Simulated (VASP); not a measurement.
Given:

```xyz
2
Lattice="0.0000 3.2196 3.2196 3.2196 0.0000 3.2196 3.2196 3.2196 0.0000" Properties=species:S:1:pos:R:3 pbc="T T T"
K      0.0000     0.0000     0.0000
Br     3.2196     3.2196     3.2196
```

The numbers are results of optB86b-vdW, VASP's PBE PAW potentials (set 64) (plane waves; VASP), not measurements. Numerical set-up: 520 eV cut-off, 7×7×7 Γ-centred mesh, Gaussian smearing of 0.050 eV, potentials K_sv Br.

Task: The job: KBr (rock salt), 2 atoms, optB86b-vdW, static run, 520 eV, 7×7×7 Γ-centred mesh. Roughly how much core time does it take on a busy server core?

Result: About 70 core-seconds (one run on a shared machine, a rough figure). It had 20 irreducible k-points, 12 bands, up to 1823 plane waves and 13 electronic steps.

The compound is KBr in the rock salt structure. This cell is one point of a volume scan, at 0.94 of the reference volume.
